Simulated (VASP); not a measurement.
An input for Quantum ESPRESSO's pw.x (written as the equivalent of a VASP run, and not itself run):

```
&CONTROL
  calculation = 'scf'
  pseudo_dir = './pseudo'
  outdir = './out'
  tprnfor = .true.
  tstress = .true.
/
&SYSTEM
  ibrav = 0
  nat = 3
  ntyp = 2
  ecutwfc = 84
  occupations = 'smearing'
  smearing = 'methfessel-paxton'
  degauss = 0.01999
  input_dft = 'pbesol'
/
&ELECTRONS
  conv_thr = 7.3e-08
  electron_maxstep = 100
/
ATOMIC_SPECIES
  N 14.007 N.upf
  Ta 180.948 Ta.upf
CELL_PARAMETERS angstrom
     2.8916510    0.0000000    0.0000000
    -1.4458250    2.5042430    0.0000000
     0.0000000    0.0000000   16.3510660
ATOMIC_POSITIONS crystal
  N    0.0000000  0.0000000  0.5000000
  Ta   0.3333330  0.6666670  0.5718930
  Ta   0.6666670  0.3333330  0.4281070
K_POINTS automatic
  9 9 1 0 0 0
```

Q: Translate this input to VASP (INCAR, KPOINTS, POSCAR, choice of POTCAR).

A: One answer among several that fit: 
KPOINTS:
```
Automatic mesh
0
Gamma
9 9 1
0 0 0
```

POSCAR:
```
Ta2N
1
    2.8916510000     0.0000000000     0.0000000000
   -1.4458250000     2.5042430000     0.0000000000
    0.0000000000     0.0000000000    16.3510660000
N Ta
1 2
Direct
  0.0000000000   0.0000000000   0.5000000000
  0.3333330000   0.6666670000   0.5718930000
  0.6666670000   0.3333330000   0.4281070000
```

### INCAR
```
SYSTEM=Ta2N
PREC=Accurate; ENCUT=400; LREAL=.False.
LASPH=.True.
EDIFF=1E-6; NELM=100; ALGO=Normal
LMAXMIX=6
ISMEAR=1; SIGMA=0.272
GGA=PS
ISIF=2
LWAVE=.False.; LCHARG=.False.
```

POTCAR, in this order: N Ta_pv (PBE.64 set). Program: vasp_std.

What does not carry over: the potentials are each code's own (VASP's PAW set, PseudoDojo norm-conserving files in pw.x), so ENCUT and ecutwfc are chosen apart and not converted; conv_thr bounds pw.x's estimated SCF error, while EDIFF bounds the energy change between steps.

The cell is a sheet with vacuum, built from a generated structure.
